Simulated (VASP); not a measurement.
```
CELL_PARAMETERS angstrom
      0.00000     1.78459     1.78459
      1.78459     0.00000     1.78459
      1.78459     1.78459     0.00000
ATOMIC_POSITIONS crystal
  Cu 0.00000 0.00000 0.00000
```

Calculation: rev-vdW-DF2, VASP's PBE PAW potentials (set 64) (plane waves; VASP). Numerical set-up: 520 eV cut-off, 17×17×17 Γ-centred mesh, first-order Methfessel-Paxton smearing of 0.10 eV, potentials Cu.

Task: Give the stress tensor in GPa (positive for a compressed cell).

Result: 
```
4.65  0.00  0.00
0.00  4.65  0.00
0.00  0.00  4.65
```
The pressure is its mean diagonal, 4.65 GPa.

The compound is Cu in the fcc structure. This cell is one point of a volume scan, at 0.97 of the reference volume.
